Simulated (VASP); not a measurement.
AgI (zinc blende), at 1.04 of the tabulated volume:

```
CELL_PARAMETERS angstrom
      0.00000     3.29277     3.29277
      3.29277     0.00000     3.29277
      3.29277     3.29277     0.00000
ATOMIC_POSITIONS crystal
  Ag 0.00000 0.00000 0.00000
  I  0.25000 0.25000 0.25000
```

The lowest empty band near Γ, direction [100], from PBE with spin-orbit coupling in VASP (PAW); its two spin partners are averaged. The gap over the points computed is 1.12 eV, and the next band on that side lies 4.30 eV away at the edge.

Run with 400 eV cut-off, 8×8×8 Γ-centred mesh, Gaussian smearing of 0.050 eV, potentials Ag I.

```csv
distance from the edge in k (1/Å),distance in energy (meV)
0.012,3.3
0.018,7.5
0.025,14.4
0.035,27.9
0.050,56.0
0.070,106.0
```

Q: Fit E(1 + αE) = ħ²k²/2m* (ħ²/2m0 = 3.810 eV Å²) and predict the row at 0.095 1/Å.

A: Least squares on the energies gives the electron mass m* = 0.164 m0 and α = 0.72 per eV, and so 185.5 meV. The run gave 185.6 meV, +0.1 meV from the fit.

Left out are points under 3 meV from the edge, since the levels carry 0.1 meV, and points farther than half the way to the next band.

The compound is AgI in the zinc blende structure, whereas wurtzite is the usual form. The cell was not relaxed at this level.
